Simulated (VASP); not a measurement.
Input:

```
CELL_PARAMETERS angstrom
      1.95917    -3.39338     0.00000
      1.95917     3.39338     0.00000
      0.00000     0.00000     6.03845
ATOMIC_POSITIONS crystal
  La 0.33333 0.66667 0.24461
  La 0.66667 0.33333 0.75539
  O  0.00000 0.00000 0.00000
  O  0.33333 0.66667 0.64653
  O  0.66667 0.33333 0.35347
```

These are vdW-DF-cx, VASP's PBE PAW potentials (set 64) (plane waves; VASP 6.6.1) values and carry that method's errors. Numerical set-up: 520 eV cut-off, 7×7×4 Γ-centred mesh, tetrahedra with Blöchl corrections, potentials La O.

The cores are frozen, which limits the accuracy of field gradients.

Question: Give the principal components of the electric field gradient (V/Å²) and the asymmetry η at each nucleus.

Answer: 
| atom | Vxx | Vyy | Vzz | η |
|---|---|---|---|---|
| La1 | -60.4 | -60.4 | 120.8 | 0.00 |
| La2 | -60.4 | -60.4 | 120.8 | 0.00 |
| O3 | 4.4 | 4.4 | -8.8 | 0.00 |
| O4 | -4.7 | -4.7 | 9.3 | 0.00 |
| O5 | -4.7 | -4.7 | 9.3 | 0.00 |

The compound is La2O3 in the a-type structure. It was relaxed first.
